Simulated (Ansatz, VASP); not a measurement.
# Cross-check of NiSeS (1T-NiSSe monolayer) between VASP and Ansatz, part 2 of 2

Wanted: the spread between two codes on one cell, functional and k mesh. Of the first pair: The structure shown is the start of the Ansatz relaxation below; VASP solves that cell, so the two are compared at the walk's first step.

VASP 6.6.1 and Ansatz 0.2.0.

So far: Set-up; Ansatz: relaxation, PBE with D3(BJ); VASP: single point, PBE with D3(BJ), start cell, pair 1.

### 4. Comparison

Known differences besides the potentials themselves: Ansatz cuts the interaction across the vacuum, VASP repeats the sheet with a dipole correction; the data sets hold 40 valence electrons in Ansatz (on its default PAW (the set named soft_2) files) and 22 in VASP; the cutoff is 420 eV in Ansatz and 520 eV in VASP. Total energies have different zeros and are not compared.

Forces (eV/Å; atoms numbered as in POSCAR):

| atom | Ansatz x, y, z | VASP x, y, z |
| --- | --- | --- |
| Se1 | 0.000, 0.000, -1.054 | 0.000, 0.000, -1.050 |
| Ni2 | 0.000, 0.000, -1.164 | 0.000, 0.000, -1.128 |
| S3 | 0.000, 0.000, 2.218 | 0.000, 0.000, 2.178 |

The forces differ by 18 meV/Å r.m.s., which is 2.0 % of the r.m.s. force of 0.889 eV/Å (both taken over all components). With vacuum in the cell, a pressure given here is an average over mostly empty space and none of the material.

### 5. Ansatz: relaxation, PBE with D3(BJ)

This run makes the geometry at which the two programs are then compared.

The structure compared here is the end of the Ansatz relaxation.

input.yaml

```yaml
crystal:
  lattice:
    - [3.45, 0.0, 0.0]
    - [-1.725, 2.9877876431, 0.0]
    - [0.0, 0.0, 20.1210168115]
  atoms:
    - { symbol: Se, position: [0.6666666667, 0.3333333333, 0.4472934984] }
    - { symbol: Ni, position: [0.0, 0.0, 0.5079469007] }
    - { symbol: S, position: [0.3333333333, 0.6666666667, 0.5527065016] }
  periodic: [true, true, false]
kpoints:
  mp_grid: { grid: [12, 12, 1] }
hamiltonian:
  xc: pbe
  dispersion: d3bj
scf:
  occupations: { method: fermi_dirac, width: 0.05 }
  convergence: { dr2_threshold: 1.0e-09 }
relax:
  f_tol: 0.004
  max_steps: 90
  cell: {}
output:
  write_potential: true
  write_density: true
  volumetric_format: npy
```

On the command line:

```bash
> ansatz run input.yaml --threads 2 --pin off --max-ram 3072MiB --backend cpu --events-out ev --progress --plain --runs-dir out
```

Numbers of over 12 decimals in the logs are rounded to 6 here.

The program printed:

```text
[...]
Crystal: 3 atoms, lattice volume = 289.054 Å³
Basis set: ecut = 420 eV, 5577 PW (Γ), exchange–correlation on 48×48×384 points (8 copies of the dense FFT grid, shifted against one another)
Bands: 24, of which v1, the nominal top of the filled ones, is band 20 counted from 1 (19 counted from 0)
Symmetry: 6 space group operations
[...]
--- Relaxed structure (5 steps of the walk, 5 accepted, 1 SCFs on fresh bases) ---
[...]
cell:  # Å, volume = 281.5504 Å³
    - [3.404928, -1.66798344327287e-18, 0]
    - [-1.702464, 2.948755, 0]
    - [0, 0, 28.042034]
  atoms:
    - { symbol: Se, position: [0.666667, 0.333333, 0.316225] }
    - { symbol: Ni, position: [-1.6911596424259996e-18, 0, 0.362593] }
    - { symbol: S, position: [0.333333, 0.666667, 0.403180] }
[key lines of the parts left out:]
SCF converged after 6 iterations
Free energy (F): -12212.300682 eV
Fermi energy:    -5.199800 eV
P = ½ c Tr σ = -0.0124 N/m
```

### 6. VASP: single point, PBE with D3(BJ), relaxed cell, pair 2

The same cell, functional, mesh and smearing now go to VASP, with its own data sets.

INCAR

```
SYSTEM = NiSeS
PREC = Accurate
ENCUT = 520
EDIFF = 1E-06
NELM = 120
ISMEAR = -1
SIGMA = 0.05
LREAL = .FALSE.
ALGO = Normal
GGA = PE
IVDW = 12
NBANDS = 17
LASPH = .TRUE.
LORBIT = 11
LWAVE = .FALSE.
LCHARG = .FALSE.
ISIF = 2
LDIPOL = .TRUE.
IDIPOL = 3
DIPOL = 0.5 0.5 0.361
LVHAR = .TRUE.
GGA_COMPAT = .FALSE.
EFERMI = MIDGAP
NELMDL = -8
```

POSCAR

```
NiSeS
1.0
    3.4049284223      0.0000000000      0.0000000000
   -1.7024642112      2.9487545118      0.0000000000
    0.0000000000      0.0000000000     28.0420336191
Se Ni S
1 1 1
Direct
    0.6666666667      0.3333333333      0.3162245412
    0.0000000000      1.0000000000      0.3625933752
    0.3333333334      0.6666666666      0.4031801067
```

KPOINTS

```
Automatic mesh
0
Gamma
12 12 1
0 0 0
```

PAW data sets: Se, Ni and S (PBE family, release 64).

On the command line:

```bash
> mpirun -np 1 vasp_std
```

The program printed:

```text
[... set-up lines as in an earlier step ...]
 entering main loop
       N       E                     dE             d eps       ncg     rms          rms(c)
DAV:   1     0.155941434248E+03    0.15594E+03   -0.73405E+03   646   0.940E+02
DAV:   2     0.467271073145E+01   -0.15127E+03   -0.14481E+03   885   0.215E+02
DAV:   3    -0.157259399536E+02   -0.20399E+02   -0.20062E+02   785   0.827E+01
DAV:   4    -0.163708366033E+02   -0.64490E+00   -0.64395E+00   944   0.183E+01
[...]
DAV:  28    -0.137446931193E+02   -0.16648E-05   -0.57043E-08   718   0.461E-03    0.749E-04
DAV:  29    -0.137446954867E+02   -0.23673E-05   -0.65256E-08   636   0.173E-03    0.402E-04
DAV:  30    -0.137446959684E+02   -0.48172E-06   -0.97201E-09   636   0.823E-04
   1 F= -.14504998E+02 E0= -.14503495E+02  d E =-.300543E-02
```

Parts of OUTCAR (step 6):

```text
 Edisp (eV)   -0.76030

  Total      -0.02157    -0.02157    -0.01467     0.00000    -0.00000    -0.00000
  in kB      -0.12273    -0.12273    -0.08350     0.00000    -0.00000    -0.00000
  external pressure =       -0.11 kB  Pullay stress =        0.00 kB

 POSITION                                       TOTAL-FORCE (eV/Angst)
 -----------------------------------------------------------------------------------
      1.70246      0.98292      8.86758         0.000000      0.000000     -0.010825
      0.00000      0.00000     10.16786        -0.000000     -0.000000      0.027288
      0.00000      1.96584     11.30599        -0.000000     -0.000000     -0.016463
 -----------------------------------------------------------------------------------
    total drift:                               -0.000000      0.000000      0.001456

  FREE ENERGIE OF THE ION-ELECTRON SYSTEM (eV)
  ---------------------------------------------------
  free  energy   TOTEN  =       -14.5049979954 eV

  energy  without entropy=      -14.5019925696  energy(sigma->0) =      -14.50349528

[... 1 part as in an earlier step ...]

[... 2 further parts left out ...]
[key lines of the parts left out:]
E-fermi :  -3.1441
```

### 7. Differences

What differs besides the data sets and the points named for the pairs above, as far as they apply: the data sets hold 40 valence electrons in Ansatz (on its default PAW (the set named soft_2) files) and 22 in VASP. Total energies have different zeros and are not compared.

The two programs side by side:

| quantity | Ansatz | VASP | difference |
| --- | --- | --- | --- |
| gap on the k mesh (eV) | 0.252 | 0.220 | +0.033 |

At this near-relaxed geometry the largest component of a force difference is 29 meV/Å. A gap on the mesh is an upper bound, since the band edges may lie between its points. With vacuum in the cell, a pressure given here is an average over mostly empty space and none of the material.

### 8. What came out

| Property | Result |
| --- | --- |
| r.m.s. force difference (single point, PBE with D3(BJ), start cell, pair 1) | 2.0 % of the r.m.s. force |
| difference in gap on the k mesh (single point, PBE with D3(BJ), relaxed cell, pair 2) | 0.033 eV |
| r.m.s. force difference (single point, PBE with D3(BJ), relaxed cell, pair 2) | 12 meV/Å |

The r.m.s. force difference is 12 meV/Å (single point, PBE with D3(BJ), relaxed cell, pair 2), at about the 12 meV/Å picked in this series as the mark of a large difference. The data sets hold unlike numbers of valence electrons (40 in Ansatz and 22 in VASP), so part of the differences comes from the potentials. How closely two codes agree says nothing of how well the functional describes the real material.

[Lines on the potential files, build, host, timing and source positions are cut from VASP's logs without a mark.]

[Logs are printed without paths, hosts, clocks, repeated set-up lines and the standing remarks that a program may print on its own settings, such as how far it seeks lower states.]

[Hosts, paths, dates, database ids (printed as entryN), source tags and the programs' standing remarks are cut or masked in the printed files.]
